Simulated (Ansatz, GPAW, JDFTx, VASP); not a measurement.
# C: 4 runs at one level of theory

```
C
1.0
     0.00000    1.78337    1.78337
     1.78337    0.00000    1.78337
     1.78337    1.78337    0.00000
C
2
Direct
  0.75000 0.75000 0.75000
  0.50000 0.50000 0.50000
```

Alike in all runs: task single point; functional PBEsol; k mesh 13 × 13 × 13; occupations gaussian, width 0.05 eV; no spin polarisation; no spin-orbit coupling. Pressure is positive in compression and, in plane waves, holds the error of the finite cutoff.

| program and potentials | plane-wave cutoff (eV) | notes | pressure (GPa) |
| --- | --- | --- | --- |
| JDFTx, PseudoDojo-SR-PBEsol-0.4.1-standard with smoothed tails | 1116 | - | -3.24 |
| GPAW, PAW data sets generated for this functional | 800 | - | -5.16 |
| Ansatz, all-electron LAPW, scalar-relativistic | - | - | -4.78 |
| VASP, PBE PAW files C, release 54, 520 eV | 520 | potentials made for PBE | -3.75 |

The pressure spans -5.16 (GPAW, PAW data sets generated for this functional) to -3.24 GPa (JDFTx, PseudoDojo-SR-PBEsol-0.4.1-standard with smoothed tails), with all-electron results at -4.78.

Differences between rows come from potentials, basis sets and numerical settings, since the functional is the same but for its coding. Runs on potential files found faulty are left out.
